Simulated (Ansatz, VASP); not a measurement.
**Rb2Re in two plane-wave programs**

Aim: how closely do two programs agree when they are given the same cell, functional and k mesh? The cell is generated by rule, not measured, and may not be a known phase. The cell is taken from a series of VASP runs on this material, whose earlier steps may have relaxed, scaled or displaced it; both programs get it as it stands.

Method: plane waves, with VASP 6.6.1 beside it; single point at PBE, in Ansatz 0.2.0.

### 1. Set-up

It takes space group P4mm (No. 99, tetragonal). Conventional cell: a = 6.549 Å, b = 6.549 Å, c = 2.891 Å, α = 90.00°, β = 90.00°, γ = 90.00°. Nearest to Rb lie 2 Rb at 2.89 Å. Nearest to Re lie 2 Re at 2.89 Å. Farther neighbours are not listed.

### 2. Ansatz: single point, PBE

Ansatz runs on its default PAW (the set named soft_2) files.

With cell and atoms fixed, the geometry can't cause a difference; cores, projectors, grids and the points listed under the comparison can.

Input file input.yaml:

```yaml
crystal:
  lattice:
    - [6.549305106, 0.0, 0.0]
    - [0.0, 6.549305106, 0.0]
    - [0.0, 0.0, 2.8911926177]
  atoms:
    - { symbol: Rb, position: [0.5, 0.0, 0.8023713172] }
    - { symbol: Rb, position: [0.0, 0.5, 0.8023713172] }
    - { symbol: Re, position: [0.0, 0.0, 0.2930714756] }
hamiltonian:
  xc: pbe
  pseudopotentials: { kind: paw }
kpoints:
  mp_grid: { grid: [4, 4, 8] }
scf:
  occupations: { method: fermi_dirac, width: 0.05 }
  n_extra_bands: 4
output:
  forces: true
  stress: true
  eigenvalues: true
```

Command:

```bash
$ ansatz run input.yaml --threads 2 --pin off --max-ram 4608MiB --backend cpu --events-out ev --progress --plain --runs-dir out
```

Numbers of over 12 decimals in the logs are rounded to 6 here.

Log:

```text
scf.n_extra_bands = 4 over 17 filled bands (N_el = 33.0): the run solves 21 bands
Engine: ansatz 0.2.0, x86_64-unknown-linux-gnu
Pseudopotentials: kind: paw
Pseudopotential: Rb, paw, valence charge 9, recommended cutoff 420 eV (normal), Rb.paw.azcp
Pseudopotential: Re, paw, valence charge 15, recommended cutoff 420 eV (normal), Re.paw.azcp
Functional definition: PBE
  parameter kappa = 0.804
  parameter beta = 0.066725
  exchange = pbe_x(kappa = kappa, mu = beta*pi^2/3)
  correlation = pbe_c(beta = beta)
Crystal: 3 atoms, lattice volume = 124.013 Å³
Basis set: ecut = 420 eV, 2405 PW (Γ), exchange–correlation on 90×90×40 points (8 copies of the dense FFT grid, shifted against one another)
Bands: 21, of which v1, the nominal top of the filled ones, is band 17 counted from 1 (16 counted from 0)
Symmetry: 8 space group operations
Space group: P4mm (ITA 99), of the structure as read, at distance tolerance 5.0e-5 Å
k-points: 30 of 128 (time reversal used)
Non-local potential: Rb, projectors of the file, l = 0: 3, l = 1: 2, l = 2: 2
Non-local potential: Re, projectors of the file, l = 0: 3, l = 1: 2, l = 2: 2, l = 3: 1
PAW form: soft (Blöchl's): semilocal exchange-correlation on the pseudo side does not see the compensation charge
PAW one-centre angular grid: Rb, 110 points (default); XC on 64 Gauss nodes
PAW one-centre angular grid: Re, 590 points (default); XC on 64 Gauss nodes
Initial density: superposition of atomic densities (neutral atoms: chi_scale 0, normalization atom), corrected by the library's trained network
Initial wavefunctions: pseudopotential atomic-orbital guess
Functional: x = pbe(κ = 0.804, μ = 0.219515), c = pbe(β = 0.066725)
SCF iter   1: F=—  HF=-17397.129838 eV  |F-HF|=—  |Δ(HF+E_count)|=         —  Δρ=7.04e-3  dr2=4.38e-2  ethr=1.77e-3  ⟨swp⟩=6.7  Hψ=3221  notcnv=0
preconditioner: auto → LDOS  [metal: Δε(μ)=0.031 eV  Ē_g=9.153 eV  σ=0.050 eV  W_gap=0.15  n_scr=22 (ndim 8)  ℏωp=15.3 eV  f_vac=0.177  D(μ)=6.67/eV (n_scr^D=78)  β→1.0]
SCF iter   2: F=—  HF=-17397.123854 eV  |F-HF|=—  |Δ(HF+E_count)|=   5.98e-3  Δρ=3.14e-3  dr2=1.97e-2  ethr=1.33e-4  ⟨swp⟩=2.4  Hψ=1591  notcnv=0
SCF iter   3: F=—  HF=-17397.121057 eV  |F-HF|=—  |Δ(HF+E_count)|=   2.80e-3  Δρ=8.87e-4  dr2=1.33e-3  ethr=5.96e-5  ⟨swp⟩=2.0  Hψ=897  notcnv=0
SCF iter   4: F=—  HF=-17397.121199 eV  |F-HF|=—  |Δ(HF+E_count)|=   1.42e-4  Δρ=2.77e-4  dr2=2.36e-4  ethr=4.03e-6  ⟨swp⟩=2.3  Hψ=1113  notcnv=0
SCF iter   5: F=—  HF=-17397.121266 eV  |F-HF|=—  |Δ(HF+E_count)|=   6.76e-5  Δρ=1.52e-4  dr2=7.96e-5  ethr=7.17e-7  ⟨swp⟩=2.1  Hψ=949  notcnv=0
SCF iter   6: F=—  HF=-17397.121140 eV  |F-HF|=—  |Δ(HF+E_count)|=   1.26e-4  Δρ=6.16e-5  dr2=1.78e-5  ethr=2.41e-7  ⟨swp⟩=1.3  Hψ=693  notcnv=0
SCF iter   7: F=—  HF=-17397.121139 eV  |F-HF|=—  |Δ(HF+E_count)|=   1.03e-6  Δρ=1.97e-5  dr2=1.43e-6  ethr=5.38e-8  ⟨swp⟩=1.5  Hψ=650  notcnv=0
SCF iter   8: F=-17397.121139 eV  HF=-17397.121139 eV  |F-HF|=2.32e-8  |Δ(HF+E_count)|=   6.82e-8  Δρ=3.92e-6  dr2=4.99e-8  ethr=3.03e-10  ⟨swp⟩=3.9  Hψ=2579  notcnv=0
SCF 1 converged in 8 iterations: F = -17397.121139 eV  dr2 = 4.99e-8
  greatest PAW one-centre occupation: 1.000 electrons in one spin orbital (limit 2), on the Re atom at site 2 (counted from 0), in its partial waves of l = 0
SCF converged after 8 iterations
Free energy (F): -17397.121139 eV
Harris-Foulkes:  -17397.121139 eV  (|F-HF|=2.32e-8)
Internal energy: -17397.067509 eV  (E = F + TS)
E sigma→0 (E₀):  -17397.094324 eV
Entropy (-TS):   -0.053630 eV (-17.877 meV/atom)
Fermi energy:    6.102856 eV
--- Per-component energies (eV) ---
  E_band       = -471.601342
  E_kinetic    = 919.321335
  E_local      = -3476.146373  (includes V_loc(G=0)·N_el)
  E_nonlocal   = 402.667891
  E_hartree    = 1236.092321
  E_xc         = -659.662372
  E_vxc        = -570.924036  (∫ρ·V_xc dr)
  E_paw        = -13896.352199  (= ΣΔE_a)
  E_vpaw       = -218.694135  (= ΣTr[D̂ρ^β])
  E_aug_tail   = -0.000079  (compensation charges beyond the density's cutoff)
  E_ewald      = -1922.988033
  E_smearing   = -0.053630  (= −TS)
  E_closure    = -0.000000  (closes the sum)
  Σ components = -17397.121139   (vs F -17397.121139, Δ=0.00e0)
--- Forces (eV/Å), atoms counted from 1 ---
  atom   1  Rb     0.00000000     0.00000000    -0.00915167
  atom   2  Rb     0.00000000     0.00000000    -0.00915167
  atom   3  Re    -0.00000000     0.00000000     0.01829634
  max |Σ_I F_I| component: 6.99e-6 eV/Å
--- Stress (GPa, compression-positive) ---
       -0.008397       0.000000       0.000000
        0.000000      -0.008397       0.000000
        0.000000       0.000000      -0.430923
  P = ⅓ Tr σ = -0.1492 GPa (-1.492 kbar)
--- Band table (eV; the first three rows and the last of 30) ---
  k-point 0: bands = [... 13 lower, 4.3735, 5.2191, 5.3748, 6.2167, 7.9458, 7.9458, 7.9563, 7.9563]
  k-point 1: bands = [... 13 lower, 4.7494, 5.3746, 5.5412, 6.4618, 6.9721, 6.9721, 8.5030, 8.5030]
  k-point 2: bands = [... 13 lower, 5.7840, 5.7933, 5.9140, 5.9280, 5.9280, 7.1853, 8.4782, 8.4782]
  k-point 29: bands = [... 13 lower, 4.5684, 4.9796, 5.8991, 6.1210, 8.2298, 8.8871, 9.6403, 10.5858]
```

Elapsed: 2.5 s, on 2 threads of Intel Xeon Platinum 8488C (Sapphire Rapids), shared host; peak memory 0.43 GiB.

In the SCF lines HF is the Harris–Foulkes energy and dr2 the Hartree energy of the density residual, in eV; the loop may stop once dr2 is under the threshold and the program's other checks hold. Hψ counts applications of the Hamiltonian.

The run ends at a pressure of -0.15 GPa, with forces up to 0.018 eV/Å.

### 3. VASP: single point, PBE

The same cell, functional, mesh and smearing now go to VASP, with its own data sets and cutoff.

Lines of VASP's logs that name or quote its potential files are left out, and so is its time.

Input file INCAR:

```
SYSTEM = Rb2Re
PREC = Accurate
ENCUT = 400
EDIFF = 1E-06
NELM = 100
ISMEAR = -1
SIGMA = 0.05
LREAL = .FALSE.
ALGO = Normal
GGA = PE
NBANDS = 18
LORBIT = 11
LWAVE = .FALSE.
LCHARG = .FALSE.
ISIF = 2
```

Input file POSCAR:

```
Rb2Re
1.0
    6.5493051060      0.0000000000      0.0000000000
    0.0000000000      6.5493051060      0.0000000000
    0.0000000000      0.0000000000      2.8911926177
Rb Re
2 1
Direct
    0.5000000000      0.0000000000      0.8023713172
    0.0000000000      0.5000000000      0.8023713172
    0.0000000000      0.0000000000      0.2930714756
```

Input file KPOINTS:

```
Automatic mesh
0
Gamma
4 4 8
0 0 0
```

The projector-augmented-wave data sets are Rb_sv and Re (PBE family, release 64).

Command:

```bash
$ mpirun -np 1 vasp_std
```

Log:

```text
[banner, memory and clock lines left out]
running    1 mpi-ranks, on    1 nodes
 distrk:  each k-point on    1 cores,    1 groups
 distr:  one band on    1 cores,    1 groups

 POSCAR found type information on POSCAR RbRe
 POSCAR found :  2 types and       3 ions
 LDA part: xc-table for (Slater+PW92), standard interpolation
 POSCAR, INCAR and KPOINTS ok, starting setup
 FFT: planning ... GRIDC
 FFT: planning ... GRID_SOFT
 FFT: planning ... GRID
 WAVECAR not read
 entering main loop
       N       E                     dE             d eps       ncg     rms          rms(c)
DAV:   1     0.109971039089E+03    0.10997E+03   -0.93351E+03  1648   0.111E+03
DAV:   2    -0.271041656053E+00   -0.11024E+03   -0.10746E+03  1940   0.320E+02
DAV:   3    -0.847038551780E+01   -0.81993E+01   -0.80719E+01  1856   0.667E+01
DAV:   4    -0.949570145925E+01   -0.10253E+01   -0.10224E+01  2000   0.126E+01
DAV:   5    -0.952817663963E+01   -0.32475E-01   -0.32281E-01  1592   0.254E+00    0.105E+01
DAV:   6    -0.895288005314E+01    0.57530E+00   -0.60469E-01  1744   0.414E+00    0.603E+00
DAV:   7    -0.866048267328E+01    0.29240E+00   -0.74221E-01  1488   0.107E+01    0.244E+00
DAV:   8    -0.866043299058E+01    0.49683E-04   -0.64361E-02  1968   0.194E+00    0.148E+00
DAV:   9    -0.866638522773E+01   -0.59522E-02   -0.73508E-02  1880   0.280E+00    0.441E-01
DAV:  10    -0.865755123295E+01    0.88340E-02   -0.32278E-02  1848   0.851E-01    0.103E-01
DAV:  11    -0.865751985016E+01    0.31383E-04   -0.72113E-04  1504   0.129E-01    0.645E-02
DAV:  12    -0.865753903873E+01   -0.19189E-04   -0.21274E-04  1744   0.787E-02    0.294E-02
DAV:  13    -0.865756745107E+01   -0.28412E-04   -0.56294E-05  1624   0.565E-02    0.227E-02
DAV:  14    -0.865755908339E+01    0.83677E-05   -0.10314E-04  1616   0.540E-02    0.525E-03
DAV:  15    -0.865755950190E+01   -0.41851E-06   -0.72300E-06  1256   0.235E-02
   1 F= -.86575595E+01 E0= -.86304833E+01  d E =-.541524E-01
```

From OUTCAR (step 3):

```text
ion  position               nearest neighbor table
   1  0.500  0.000  0.802-   3 3.57   3 3.57   3 3.59   3 3.59   2 4.63   2 4.63   2 4.63   2 4.63
                             2 5.46   2 5.46   2 5.46   2 5.46   2 5.46   2 5.46   2 5.46   2 5.46
   2  0.000  0.500  0.802-   3 3.57   3 3.57   3 3.59   3 3.59   1 4.63   1 4.63   1 4.63   1 4.63
                             1 5.46   1 5.46   1 5.46   1 5.46   1 5.46   1 5.46   1 5.46   1 5.46
   3  0.000  0.000  0.293-   1 3.57   2 3.57   2 3.57   1 3.57   2 3.59   1 3.59   1 3.59   2 3.59

  LATTYP: Found a simple tetragonal cell.
 ALAT       =     6.5493051060
 C/A-ratio  =     0.4414502868

 Subroutine GETGRP returns: Found  8 space group operations
 (whereof  8 operations were pure point group operations)

The static configuration has the point symmetry C_4v.

 Found     30 irreducible k-points:

   k-points           NKPTS =     30   k-points in BZ     NKDIM =     30   number of bands    NBANDS=     18

   dimension x,y,z NGX =    48 NGY =   48 NGZ =   20
   dimension x,y,z NGXF=    96 NGYF=   96 NGZF=   40

   ENCUT  =  400.0 eV  29.40 Ry    5.42 a.u.  10.68 10.68  4.71*2*pi/ulx,y,z

   NELECT =      25.0000    total number of electrons

 k-points in reciprocal lattice and weights: Automatic mesh
   0.00000000  0.00000000  0.00000000       0.008
   0.25000000  0.00000000  0.00000000       0.031
   0.50000000  0.00000000  0.00000000       0.016
   0.25000000  0.25000000  0.00000000       0.031
   0.50000000  0.25000000  0.00000000       0.031
   0.50000000  0.50000000  0.00000000       0.008
   0.00000000  0.00000000  0.12500000       0.016
   0.25000000  0.00000000  0.12500000       0.062
   0.50000000  0.00000000  0.12500000       0.031
[...]
0.50000000  0.25000000  0.50000000       0.031
   0.50000000  0.50000000  0.50000000       0.008

 average (electrostatic) potential at core
       1 -39.0579       2 -39.0579       3 -45.1434

 E-fermi :   1.3433

 k-point     1 :       0.0000    0.0000    0.0000
  band No.  band energies     occupation
    ...
      8      -9.2739      2.00000
      9      -2.8476      2.00000
     10      -0.3783      2.00000
     11       0.4611      2.00000
     12       0.6189      2.00000
     13       1.4565      0.18815
     14       3.1732      0.00000
     15       3.1732      0.00000
     16       3.2009      0.00000
     17       3.2009      0.00000
    ...

 k-point     2 :       0.2500    0.0000    0.0000
  band No.  band energies     occupation
    ...
      9      -2.6731      2.00000
     10      -0.2624      2.00000
     11       0.5440      2.00000
     12       0.6860      2.00000
     13       1.3745      0.69717
     14       2.8841      0.00000
     15       3.0157      0.00000
     16       3.1742      0.00000
     17       3.1886      0.00000
     18       4.8652      0.00000

 k-point     3 :       0.5000    0.0000    0.0000
  band No.  band energies     occupation
    ...
      9      -2.4863      2.00000
     10      -0.0497      2.00000
     11       0.6370      2.00000
     12       0.7177      1.99999
     13       1.0815      1.98941
     14       2.8280      0.00000
     15       3.1098      0.00000
     16       3.1744      0.00000
     17       3.2036      0.00000
     18       3.8157      0.00000

  Total       -0.0222222     -0.0222222     -0.1611948      0.0000000      0.0000000      0.0000000
  in kB       -0.2870976     -0.2870976     -2.0825440      0.0000000      0.0000000      0.0000000
  external PRESSURE =      -0.8855797 kB  Pullay stress =       0.0000000 kB

  energy-cutoff  :      400.00
  volume of cell :      124.01
      direct lattice vectors                 reciprocal lattice vectors
     6.549305106  0.000000000  0.000000000     0.152687954  0.000000000  0.000000000
     0.000000000  6.549305106  0.000000000     0.000000000  0.152687954  0.000000000
     0.000000000  0.000000000  2.891192618     0.000000000  0.000000000  0.345878028

 POSITION                                       TOTAL-FORCE (eV/Angst)
 -----------------------------------------------------------------------------------
      3.27465      0.00000      2.31981        -0.000000     -0.000000     -0.009253
      0.00000      3.27465      2.31981        -0.000000      0.000000     -0.009253
      0.00000      0.00000      0.84733         0.000000     -0.000000      0.018506
 -----------------------------------------------------------------------------------
    total drift:                                0.000000      0.000000      0.000073

  FREE ENERGIE OF THE ION-ELECTRON SYSTEM (eV)
  ---------------------------------------------------
  free  energy   TOTEN  =        -8.6575595019 eV

  energy  without entropy=       -8.6034070780  energy(sigma->0) =       -8.63048329

 total charge
# of ion       s       p       d       tot
------------------------------------------
    1        1.964   5.330   0.062   7.355
    2        1.964   5.330   0.062   7.355
    3        0.629   0.146   4.630   5.405
--------------------------------------------------
tot          4.557  10.805   4.753  20.116

[... 3 further parts left out ...]
```

The data set Re keeps the semicore shell frozen, which is cheaper and a little less accurate.

### 4. Comparison

Known differences besides the potentials themselves: the data sets hold 33 valence electrons in Ansatz (default PAW (the set named soft_2) files) and 25 in VASP; the cutoff is 420 eV in Ansatz and 400 eV in VASP; VASP leaves aspherical gradient terms in its spheres out (LASPH is not set), Ansatz keeps them. Total energies have different zeros and are not compared.

The two programs side by side:

```tsv
quantity	Ansatz	VASP	difference
pressure (GPa)	-0.15	-0.09	-0.06
```

Ansatz's pressure holds a Pulay correction of 0.02 GPa; VASP's holds none.

### 5. What came out

```
difference in pressure (single point, PBE) : -0.061 GPa
```

In words: The difference in pressure is -0.061 GPa (single point, PBE), within the 1 GPa picked in this series as the mark of a large difference. How closely two codes agree says nothing of how well the functional describes the real material.

[Lines on the potential files, build, host, timing and source positions are cut from VASP's logs without a mark.]

[Logs are printed without paths, hosts, clocks, repeated set-up lines and the standing remarks that a program may print on its own settings, such as how far it seeks lower states.]

[Hosts, paths, dates, database ids (printed as entryN), source tags and the programs' standing remarks are cut or masked in the printed files.]
